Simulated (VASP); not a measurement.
# Sn3Pb5Se8 (R-3m) in VASP: notebook, part 2 of 2

VASP 6.6.1.

## 3. Relaxation of cell and atoms, PBEsol

This run uses another cell than the first one, of 27.64 Å³/atom, 0.982 times its volume.

The input, INCAR:

```
SYSTEM = Sn3Pb5Se8
  PREC = Accurate
  ENCUT = 600
  EDIFF = 1E-7
  ISMEAR = 0
  SIGMA = 0.03
  LREAL = .FALSE.
  LASPH = .TRUE.
  NELM = 80
  ALGO = Normal
  ISIF = 3
  LWAVE = .FALSE.
  LCHARG = .FALSE.
  GGA = PS
  IBRION = 2
  NSW = 90
  EDIFFG = -0.005
  KPAR = 4
```

The input, KPOINTS:

```
regular mesh
0
G
  6 6 5
  0 0 0
```

The input, POSCAR:

```
Sn3Pb5Se8                               
1.0
   -0.0000000000      6.0468699671     -6.0468699671
   -6.0468699671      0.0000000000     -6.0468699671
   -6.0465112732      6.0465112732     -0.0003586939
  Sn              Pb              Se            
     3     5     8
Direct
     0.5000000000000000    0.5000000000000000    0.0000000000000000
     0.0000000000000000    0.5000000000000000    0.0000000000000000
     0.5000000000000000    0.0000000000000000    0.0000000000000000
     0.0000000000000000    0.0000000000000000    0.0000000000000000
     0.5000000000000000    0.5000000000000000    0.5000000000000000
     0.0000000000000000    0.5000000000000000    0.5000000000000000
     0.5000000000000000    0.0000000000000000    0.5000000000000000
     0.0000000000000000    0.0000000000000000    0.5000000000000000
     0.7499995542181408    0.7499995542181408    0.2444842935583456
     0.2555165980053724    0.7499995542181408    0.2444842935583456
     0.7499995542181408    0.2555165980053724    0.2444842935583456
     0.2527507215910986    0.2527507215910986    0.2417478352267043
     0.7472492784089014    0.7472492784089014    0.7582521647732958
     0.2500004457818590    0.7444834019946276    0.7555157064416543
     0.7444834019946276    0.2500004457818590    0.7555157064416543
     0.2500004457818590    0.2500004457818590    0.7555157064416543
```

Potentials or basis: VASP PAW PBE potentials, release 64 (Sn_d, Pb_d, Se).

Started as:

```sh
> cat potpaw_PBE.64/Sn_d/POTCAR potpaw_PBE.64/Pb_d/POTCAR potpaw_PBE.64/Se/POTCAR > POTCAR
> mpirun -np 4 vasp_std > vasp.out
```

OUTCAR:

```text
SYSTEM = Sn3Pb5Se8
   PREC = Accurate
   ENCUT = 600
   EDIFF = 1E-7
   ISMEAR = 0
   LREAL = .FALSE.
   LASPH = .TRUE.
   NELM = 80
   ISIF = 3
   GGA = PS
   IBRION = 2
   NSW = 90
   EDIFFG = -0.005

 ion  position               nearest neighbor table
   1  0.500  0.500  0.000-  10 2.99  11 2.99  14 2.99  15 2.99  12 2.99  13 2.99
   2  0.000  0.500  0.000-   9 2.99  16 2.99  14 2.99  11 2.99  12 2.99  13 2.99
   3  0.500  0.000  0.000-   9 2.99  16 2.99  15 2.99  10 2.99  12 2.99  13 2.99
   4  0.000  0.000  0.000-   9 3.02  10 3.02  11 3.02  14 3.02  15 3.02  16 3.02
   5  0.500  0.500  0.500-   9 3.02  10 3.02  11 3.02  14 3.02  15 3.02  16 3.02
   6  0.000  0.500  0.500-   9 3.06  10 3.06  15 3.06  16 3.06  12 3.06  13 3.06
[... 8 lines left out ...]
  15  0.744  0.250  0.756-   1 2.99   3 2.99   5 3.02   4 3.02   6 3.06   8 3.06
  16  0.250  0.250  0.756-   2 2.99   3 2.99   5 3.02   4 3.02   6 3.06   7 3.06

  LATTYP: Found a trigonal (rhomboedric) cell.
 ALAT       =     8.5510582551
 COS(alpha) =     0.4999406767

  Lattice vectors:

 A1 = (  -6.0465112732,  -0.0003586939,   6.0465112732)
 A2 = (   0.0003586939,   6.0465112732,   6.0465112732)
 A3 = (  -6.0465112732,   6.0465112732,  -0.0003586939)

Analysis of symmetry for initial positions (statically):
=====================================================================
 Subroutine PRICEL returns:
 Original cell was already a primitive cell.

 Routine SETGRP: Setting up the symmetry group for a
 trigonal (rhombohedral) supercell.

 Subroutine GETGRP returns: Found 12 space group operations
 (whereof 12 operations were pure point group operations)
 out of a pool of 12 trial point group operations.

The static configuration has the point symmetry D_3d.

Analysis of symmetry for dynamics (positions and initial velocities):
=====================================================================
 Subroutine PRICEL returns:
 Original cell was already a primitive cell.

 Routine SETGRP: Setting up the symmetry group for a
[... 251 lines left out ...]
  free  energy   TOTEN  =       -71.4483815085 eV

  energy  without entropy=      -71.4481021080  energy(sigma->0) =      -71.44824181

--------------------------------------- Ionic step        2  -------------------------------------------

 number of electron     159.9999999 magnetization

 Free energy of the ion-electron system (eV)
  ---------------------------------------------------
  ext. energy  EPLUGINS =         0.00000000
  ---------------------------------------------------
  free energy    TOTEN  =       -71.44842697 eV

  energy without entropy =      -71.44814734  energy(sigma->0) =      -71.44828716

 E-fermi :   5.3902     XC(G=0):  -9.8197

 val. band max:        5.3805294638   @ k =   0.0000   0.0000   0.0000
 cond. band min:       5.6384227712   @ k =   0.0000   0.0000   0.0000
 fundamental gap:      0.2578933074
 Fermi energy:         5.3901887048

 k-point     1 :       0.0000    0.0000    0.0000
  band No.  band energies     occupation
      1     -16.0645      2.00000
      2     -16.0586      2.00000
      3     -16.0586      2.00000
      4     -16.0485      2.00000
      5     -16.0485      2.00000
      6     -16.0475      2.00000
[... 2269 lines left out ...]
     91       8.6666      0.00000
     92       8.7048      0.00000

 [... further k-points ...]

 [bands above 92 left out]

------------------------ aborting loop because EDIFF is reached ----------------------------------------

  FORCE on cell =-STRESS in cart. coord.  units (eV):
  Direction    XX          YY          ZZ          XY          YZ          ZX
  --------------------------------------------------------------------------------------
  -------------------------------------------------------------------------------------
  Total       -0.0281018     -0.0281018     -0.0281018     -0.0181955      0.0181955     -0.0181955
  in kB       -0.1017423     -0.1017423     -0.1017423     -0.0658766      0.0658766     -0.0658766
  external PRESSURE =      -0.1017423 kB  Pullay stress =       0.0000000 kB

 VOLUME and BASIS-vectors are now :
 -----------------------------------------------------------------------------
  energy-cutoff  :      600.00
  volume of cell :      442.53
      direct lattice vectors                 reciprocal lattice vectors
     0.000000000  6.048070155 -6.048070155     0.082667060  0.082674937 -0.082667060
    -6.048070155 -0.000000000 -6.048070155    -0.082674937 -0.082667060 -0.082667060
    -6.048646523  6.048646523  0.000576367    -0.082659183  0.082659183  0.082659183

 POSITION                                       TOTAL-FORCE (eV/Angst)
 -----------------------------------------------------------------------------------
     -3.02404      3.02404     -6.04807        -0.000000     -0.000000      0.000000
     -3.02404      6.04807     -9.07211        -0.000000     -0.000000      0.000000
     -6.04807      3.02404     -9.07211        -0.000000      0.000000      0.000000
     -6.04807      6.04807    -12.09614        -0.000000     -0.000000      0.000000
     -6.04836      6.04836     -6.04778        -0.000000      0.000000      0.000000
     -6.04836      9.07239     -9.07182        -0.000000      0.000000      0.000000
[... 8 lines left out ...]
     -6.08197      9.07253     -6.01417        -0.001447     -0.000021      0.001447
     -6.08197      6.08197     -3.02361        -0.001447      0.001447     -0.000021
 -----------------------------------------------------------------------------------
    total drift:                               -0.000000      0.000000      0.000000

  FREE ENERGIE OF THE ION-ELECTRON SYSTEM (eV)
  ---------------------------------------------------
  free  energy   TOTEN  =       -71.4484269735 eV

  energy  without entropy=      -71.4481473449  energy(sigma->0) =      -71.44828716

 reached required accuracy - stopping structural energy minimisation
```

It took 36 min on 4 MPI ranks of Intel Xeon Platinum 8259CL at 2.50GHz (Skylake/Cascade Lake), shared host; peak memory 2.2 GiB.

Results:

```
Free energy                            : -71.4484 eV
Relaxed volume                         : 27.66 Å³/atom
Relaxed cell                           : a = 8.553 Å, b = 8.553 Å, c = 8.554 Å, α = 60.00°, β = 60.00°, γ = 60.00°
Space group after relaxing (to 0.05 Å) : R-3m (No. 166)
Energy gained by relaxing              : 0.0 meV/atom
Ionic steps                            : 2
Pressure after relaxing                : 0.0 GPa
Largest force after relaxing           : 0.003 eV/Å
Band gap on the k mesh                 : none (metal or under the smearing width)
```

Forces in eV/Å, atoms in the order of the input:
```
Sn   0.000  0.000  0.000
Sn   0.000  0.000  0.000
Sn   0.000  0.000  0.000
Pb   0.000  0.000  0.000
Pb   0.000  0.000  0.000
Pb   0.000  0.000  0.000
Pb   0.000  0.000  0.000
Pb   0.000  0.000  0.000
Se   0.001 -0.001  0.000
Se   0.001  0.000 -0.001
Se   0.000 -0.001 -0.001
Se  -0.002  0.002  0.002
Se   0.002 -0.002 -0.002
Se   0.000  0.001  0.001
Se  -0.001  0.000  0.001
Se  -0.001  0.001  0.000
```

Final structure:
```
CELL_PARAMETERS angstrom
0.00000 6.04807 -6.04807
-6.04807 0.00000 -6.04807
-6.04865 6.04865 0.00058
ATOMIC_POSITIONS crystal
Sn 0.50000 0.50000 0.00000
Sn 0.00000 0.50000 0.00000
Sn 0.50000 0.00000 0.00000
Pb 0.00000 0.00000 0.00000
Pb 0.50000 0.50000 0.50000
Pb 0.00000 0.50000 0.50000
Pb 0.50000 0.00000 0.50000
Pb 0.00000 0.00000 0.50000
Se 0.75000 0.75000 0.24447
Se 0.25553 0.75000 0.24447
Se 0.75000 0.25553 0.24447
Se 0.25274 0.25274 0.24177
Se 0.74726 0.74726 0.75823
Se 0.25000 0.74447 0.75553
Se 0.74447 0.25000 0.75553
Se 0.25000 0.25000 0.75553
```

Levels at points of the mesh, in eV from the Fermi level:
```csv
k point,band 77,band 78,band 79,band 80,band 81,band 82,band 83,band 84
"(0.00, 0.00, 0.00)",-0.11,-0.03,-0.01,-0.01,-0.01,0.25,0.28,0.28
"(0.50, 0.00, 0.00)",-1.97,-1.95,-1.09,-1.07,1.94,2.08,2.58,2.59
"(0.50, 0.50, 0.00)",-0.96,-0.69,-0.57,-0.50,1.14,1.18,1.21,1.22
```

Caveat: the PAW data sets were made with another functional, which shifts forces and pressure a little. Spin-orbit coupling is left out, which matters for the levels of Pb.
